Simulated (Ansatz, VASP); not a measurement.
# Cross-check of SnTePb3Se3 between VASP and Ansatz

Wanted: the spread between two codes on one cell, functional and k mesh. The cell is generated by rule, not measured, and may not be a known phase. The cell is taken from a series of runs on this material, whose earlier steps may have relaxed, scaled, displaced or heated it; both programs get it as it stands.

Calculated with Ansatz 0.2.0; plane waves, with VASP 6.6.1 beside it; relaxation of cell and atoms at LDA.

The structure was built from a prototype and need not be the compound's stable phase.

## (1) The starting structure

Symmetry: P4/mmm, No. 123, tetragonal system. The conventional cell has a = 4.307 Å, b = 4.307 Å, c = 12.194 Å, α = 90.00°, β = 90.00°, γ = 90.00°. Pb has 5 Se at 2.97 to 3.05 Å and 1 Te at 3.13 Å nearest. Nearest to Pb lie 6 Se at 3.05 to 3.08 Å. Nearest to Se lie 1 Sn at 3.02 Å and 5 Pb at 3.05 to 3.08 Å. Nearest to Se lie 6 Pb at 2.97 to 3.05 Å. Sn has 2 Se at 3.02 Å and 4 Te at 3.05 Å nearest. Nearest to Te lie 4 Sn at 3.05 Å and 2 Pb at 3.13 Å. Farther neighbours and most contacts between anions are not listed.

Coordinates:

```
Pb Se Sn Te
1.0
     3.04581    3.04581    0.00000
    -3.04581    3.04581    0.00000
     0.00000    0.00000   12.19356
Pb Se Sn Te
3 3 1 1
Cartesian
  0.0000 0.0000 0.0810
  0.0000 3.0458 3.0484
  0.0000 0.0000 6.0158
  0.0000 3.0458 12.1629
  0.0000 0.0000 3.0484
  0.0000 3.0458 6.1274
  0.0000 3.0458 9.1452
  0.0000 0.0000 9.1452
```

## (2) VASP: relaxation of cell and atoms, LDA, pair 1

The relaxed volume is the usual yardstick between codes: in a stiff, nearly cubic crystal its relative difference is about their pressure difference at one cell divided by the bulk modulus.

Lines of VASP's logs that name or quote its potential files are left out, and so is its time.

Contents of INCAR:

```
SYSTEM = SnTePb3Se3
PREC = Accurate
ENCUT = 500
EDIFF = 1E-07
NELM = 120
ISMEAR = 0
SIGMA = 0.1
LREAL = .FALSE.
ALGO = Normal
GGA = CA
NBANDS = 49
LORBIT = 11
LWAVE = .FALSE.
LCHARG = .FALSE.
ISIF = 3
IBRION = 2
NSW = 80
EDIFFG = -0.005
LASPH = .TRUE.
GGA_COMPAT = .FALSE.
NELMIN = 4
KPAR = 2
```

Contents of POSCAR:

```
SnTePb3Se3
1.0
    3.0458050000      3.0458050000      0.0000000000
   -3.0458050000      3.0458050000      0.0000000000
    0.0000000000      0.0000000000     12.1935600000
Pb Se Sn Te
3 3 1 1
Direct
    0.0000000000      0.0000000000      0.0066433429
    0.5000000000      0.5000000000      0.2500000000
    0.0000000000      0.0000000000      0.4933566571
    0.5000000000      0.5000000000      0.9974853939
    0.0000000000      0.0000000000      0.2500000000
    0.5000000000      0.5000000000      0.5025146061
    0.5000000000      0.5000000000      0.7500000000
    0.0000000000      0.0000000000      0.7500000000
```

Contents of KPOINTS:

```
Automatic mesh
0
Gamma
8 8 4
0 0 0
```

Potentials, in the order of the species: Pb_d, Se, Sn_d and Te (LDA family, release 64).

Command:

```
> mpirun -np 2 vasp_std
```

Numbers of over 12 decimals in the logs are rounded to 6 here.

The program printed:

```text
[banner, memory and clock lines left out]
running    2 mpi-ranks, on    1 nodes
 distrk:  each k-point on    1 cores,    2 groups
 distr:  one band on    1 cores,    1 groups

 POSCAR found type information on POSCAR PbSeSnTe
 POSCAR found :  4 types and       8 ions
 LDA part: xc-table for (Slater(with rela. corr.)+CA(PZ))
 , standard interpolation
 POSCAR, INCAR and KPOINTS ok, starting setup
 FFT: planning ... GRIDC
 FFT: planning ... GRID_SOFT
 FFT: planning ... GRID
 WAVECAR not read
 entering main loop
       N       E                     dE             d eps       ncg     rms          rms(c)
DAV:   1     0.902830906760E+03    0.90283E+03   -0.34750E+04  4418   0.176E+03
DAV:   2     0.103622824314E+03   -0.79921E+03   -0.77549E+03  4410   0.495E+02
DAV:   3    -0.283014429477E+02   -0.13192E+03   -0.12585E+03  5507   0.212E+02
DAV:   4    -0.375284268547E+02   -0.92270E+01   -0.90426E+01  5368   0.559E+01
DAV:   5    -0.379389640841E+02   -0.41054E+00   -0.40920E+00  6449   0.122E+01    0.721E+00
DAV:   6    -0.371161124920E+02    0.82285E+00   -0.16075E+00  6236   0.721E+00    0.445E+00
DAV:   7    -0.371022308400E+02    0.13882E-01   -0.62445E-01  6330   0.302E+00    0.166E+00
DAV:   8    -0.370902942799E+02    0.11937E-01   -0.90060E-02  5979   0.189E+00    0.260E-01
DAV:   9    -0.370895327564E+02    0.76152E-03   -0.91928E-03  5875   0.540E-01    0.961E-02
DAV:  10    -0.370896288254E+02   -0.96069E-04   -0.99136E-04  6396   0.126E-01    0.594E-02
DAV:  11    -0.370896459327E+02   -0.17107E-04   -0.10615E-04  5963   0.487E-02    0.256E-02
DAV:  12    -0.370896390697E+02    0.68630E-05   -0.44686E-05  5964   0.378E-02    0.134E-02
DAV:  13    -0.370896384963E+02    0.57336E-06   -0.10634E-05  5796   0.208E-02    0.266E-03
DAV:  14    -0.370896382127E+02    0.28356E-06   -0.16208E-06  4860   0.708E-03    0.159E-03
DAV:  15    -0.370896382370E+02   -0.24237E-07   -0.39578E-07  4468   0.237E-03
   1 F= -.37089638E+02 E0= -.37088531E+02  d E =-.370896E+02
 curvature:   0.00 expect dE= 0.000E+00 dE for cont linesearch  0.000E+00
 trial: gam= 0.00000 g(F)=  0.149E-05 g(S)=  0.383E-03 ort = 0.000E+00 (trialstep = 0.100E+01)
 search vector abs. value=  0.384E-03
 bond charge predicted
       N       E                     dE             d eps       ncg     rms          rms(c)
DAV:   1    -0.370947258708E+02   -0.50877E-02   -0.15226E-01  5779   0.403E+00    0.387E-01
DAV:   2    -0.370905358390E+02    0.41900E-02   -0.91221E-03  5484   0.102E+00    0.148E-01
DAV:   3    -0.370897670670E+02    0.76877E-03   -0.30464E-03  5681   0.533E-01    0.280E-02
DAV:   4    -0.370897603549E+02    0.67121E-05   -0.10427E-04  5199   0.592E-02    0.155E-02
DAV:   5    -0.370897571233E+02    0.32316E-05   -0.11991E-05  6515   0.256E-02    0.103E-02
DAV:   6    -0.370897566036E+02    0.51962E-06   -0.13991E-06  5607   0.994E-03    0.250E-03
DAV:   7    -0.370897565551E+02    0.48518E-07   -0.73895E-08  3315   0.204E-03
   2 F= -.37089757E+02 E0= -.37088660E+02  d E =-.118318E-03
 trial-energy change:   -0.000118  1 .order   -0.000110   -0.000384    0.000164
 step:   0.7189(harm=  0.7011)  dis= 0.00010  next Energy=   -37.089779 (dE=-0.141E-03)
 bond charge predicted
       N       E                     dE             d eps       ncg     rms          rms(c)
DAV:   1    -0.370901712184E+02   -0.41461E-03   -0.11994E-02  5767   0.113E+00    0.109E-01
DAV:   2    -0.370898401762E+02    0.33104E-03   -0.72369E-04  5439   0.289E-01    0.415E-02
DAV:   3    -0.370897796405E+02    0.60536E-04   -0.23884E-04  5675   0.150E-01    0.785E-03
DAV:   4    -0.370897791153E+02    0.52520E-06   -0.83327E-06  5157   0.167E-02    0.435E-03
DAV:   5    -0.370897788665E+02    0.24885E-06   -0.92209E-07  6290   0.710E-03    0.287E-03
DAV:   6    -0.370897788256E+02    0.40907E-07   -0.93386E-08  3060   0.281E-03
   3 F= -.37089779E+02 E0= -.37088679E+02  d E =-.140589E-03
 curvature:  -0.35 expect dE=-0.316E-06 dE for cont linesearch -0.121E-06
 trial: gam= 0.00000 g(F)=  0.465E-06 g(S)=  0.439E-06 ort =-0.115E-04 (trialstep = 0.944E+00)
 search vector abs. value=  0.904E-06
 reached required accuracy - stopping structural energy minimisation
```

From OUTCAR (step 2):

```text
ion  position               nearest neighbor table
   1  0.000  0.000  0.007-   5 2.97   4 3.05   4 3.05   4 3.05   4 3.05   8 3.13
   2  0.500  0.500  0.250-   5 3.05   5 3.05   5 3.05   5 3.05   6 3.08   4 3.08
   3  0.000  0.000  0.493-   5 2.97   6 3.05   6 3.05   6 3.05   6 3.05   8 3.13
   4  0.500  0.500  0.997-   7 3.02   1 3.05   1 3.05   1 3.05   1 3.05   2 3.08
   5  0.000  0.000  0.250-   1 2.97   3 2.97   2 3.05   2 3.05   2 3.05   2 3.05
   6  0.500  0.500  0.503-   7 3.02   3 3.05   3 3.05   3 3.05   3 3.05   2 3.08
   7  0.500  0.500  0.750-   4 3.02   6 3.02   8 3.05   8 3.05   8 3.05   8 3.05
   8  0.000  0.000  0.750-   7 3.05   7 3.05   7 3.05   7 3.05   1 3.13   3 3.13

  LATTYP: Found a simple tetragonal cell.
 ALAT       =     4.3074187393
 C/A-ratio  =     2.8308276343

 Subroutine GETGRP returns: Found 16 space group operations
 (whereof  8 operations were pure point group operations)

The static configuration has the point symmetry C_4v.
 The point group associated with its full space group is D_4h.

 Found     45 irreducible k-points:

   k-points           NKPTS =     45   k-points in BZ     NKDIM =     45   number of bands    NBANDS=     49

   dimension x,y,z NGX =    32 NGY =   32 NGZ =   90
   dimension x,y,z NGXF=    64 NGYF=   64 NGZF=  180

   ENCUT  =  500.0 eV  36.75 Ry    6.06 a.u.   7.85  7.85 22.23*2*pi/ulx,y,z

   NELECT =      80.0000    total number of electrons

 k-points in reciprocal lattice and weights: Automatic mesh
   0.00000000  0.00000000  0.00000000       0.004
   0.12500000  0.00000000  0.00000000       0.016
   0.25000000  0.00000000  0.00000000       0.016
   0.37500000  0.00000000  0.00000000       0.016
   0.50000000  0.00000000  0.00000000       0.008
   0.12500000  0.12500000  0.00000000       0.016
   0.25000000  0.12500000  0.00000000       0.031
   0.37500000  0.12500000  0.00000000       0.031
   0.50000000  0.12500000  0.00000000       0.016
[...]
0.50000000  0.37500000  0.50000000       0.016
   0.50000000  0.50000000  0.50000000       0.004

 average (electrostatic) potential at core
       1 -91.6056       2 -91.7483       3 -91.6056       4 -58.4845       5 -58.6001
       6 -58.4845       7-100.9201       8 -89.2641

 E-fermi :   5.9564

 k-point     1 :       0.0000    0.0000    0.0000
  band No.  band energies     occupation
    ...
     36       3.6089      2.00000
     37       3.7701      2.00000
     38       3.7701      2.00000
     39       3.9898      2.00000
     40       4.1311      2.00000
     41       8.0322      0.00000
     42       8.1046      0.00000
     43       8.7633      0.00000
     44       9.6327      0.00000
     45      10.0282      0.00000
    ...

 k-point     2 :       0.1250    0.0000    0.0000
  band No.  band energies     occupation
    ...
     36       3.5532      2.00000
     37       3.8765      2.00000
     38       4.0617      2.00000
     39       4.2280      2.00000
     40       4.2550      2.00000
     41       7.7533      0.00000
     42       7.8773      0.00000
     43       9.1136      0.00000
     44       9.2821      0.00000
     45       9.4556      0.00000
    ...

 k-point     3 :       0.2500    0.0000    0.0000
  band No.  band energies     occupation
    ...
     36       3.5269      2.00000
     37       4.1446      2.00000
     38       4.5733      2.00000
     39       4.6243      2.00000
     40       4.9910      2.00000
     41       7.0272      0.00000
     42       7.2569      0.00000
     43       7.8830      0.00000
     44       8.2384      0.00000
     45       8.5618      0.00000
    ...

  Total       -0.0056259     -0.0056259     -0.0030774      0.0000000      0.0000000     -0.0000000
  in kB       -0.0397665     -0.0397665     -0.0217524      0.0000000      0.0000000     -0.0000000
  external PRESSURE =      -0.0337618 kB  Pullay stress =       0.0000000 kB

  energy-cutoff  :      500.00
  volume of cell :      226.66
      direct lattice vectors                 reciprocal lattice vectors
     3.047629887  3.047629887 -0.000000000     0.164061917  0.164061917  0.000000000
    -3.047629887  3.047629887  0.000000000    -0.164061917  0.164061917 -0.000000000
    -0.000000000  0.000000000 12.201967595     0.000000000  0.000000000  0.081953996

 POSITION                                       TOTAL-FORCE (eV/Angst)
 -----------------------------------------------------------------------------------
      3.04763      3.04763      0.08116        -0.000000      0.000000      0.001879
     -0.00000      3.04763      3.05049         0.000000      0.000000      0.000000
     -3.04763      3.04763      6.01983         0.000000      0.000000     -0.001879
     -0.00000      3.04763     12.17119         0.000000      0.000000     -0.001136
     -0.00000      0.00000      3.05049         0.000000      0.000000      0.000000
     -0.00000      3.04763      6.13176        -0.000000     -0.000000      0.001136
     -0.00000      3.04763      9.15148        -0.000000     -0.000000      0.000000
     -0.00000      0.00000      9.15148         0.000000      0.000000     -0.000000
 -----------------------------------------------------------------------------------
    total drift:                                0.000000      0.000000     -0.000000

  FREE ENERGIE OF THE ION-ELECTRON SYSTEM (eV)
  ---------------------------------------------------
  free  energy   TOTEN  =       -37.0897788256 eV

  energy  without entropy=      -37.0875792130  energy(sigma->0) =      -37.08867902

 reached required accuracy - stopping structural energy minimisation

 total charge
# of ion       s       p       d       tot
------------------------------------------
    1        1.467   0.586   9.837  11.891
    2        1.468   0.564   9.835  11.867
    3        1.467   0.586   9.837  11.891
    4        1.476   2.308   0.019   3.804
    5        1.477   2.325   0.021   3.822
    6        1.476   2.308   0.019   3.804
    7        1.375   0.779   9.996  12.150
    8        1.389   2.011   0.037   3.437
--------------------------------------------------
tot         11.595  11.468  39.603  62.666

[... 3 further parts left out ...]
```

CONTCAR:

```
SnTePb3Se3
   1.00000000000000
     3.0476298866280005    3.0476298866280005   -0.0000000000000000
    -3.0476298866280005    3.0476298866280005    0.0000000000000000
    -0.0000000000000000    0.0000000000000000   12.2019675947788588
  Pb              Se              Sn              Te
     3     3     1     1
Direct
     1.0000000000000000    0.0000000000000000    0.0066511251898887
     0.5000000000000000    0.5000000000000000    0.2500000000000000
     0.0000000000000000    1.0000000000000000    0.4933488748101112
     0.5000000000000000    0.5000000000000000    0.9974773741783529
     0.0000000000000000    0.0000000000000000    0.2500000000000000
     0.5000000000000000    0.5000000000000000    0.5025226258216471
     0.5000000000000000    0.5000000000000000    0.7500000000000000
     0.0000000000000000    0.0000000000000000    0.7500000000000000
```

The run keeps the 16 symmetry operations of its start, so it cannot find a distortion of lower symmetry.

(Continued in part 2 of 2.)

[Lines on the potential files, build, host, timing and source positions are cut from VASP's logs without a mark.]

[Logs are printed without paths, hosts, clocks, repeated set-up lines and the standing remarks that a program may print on its own settings, such as how far it seeks lower states.]

[Hosts, paths, dates, database ids (printed as entryN), source tags and the programs' standing remarks are cut or masked in the printed files.]
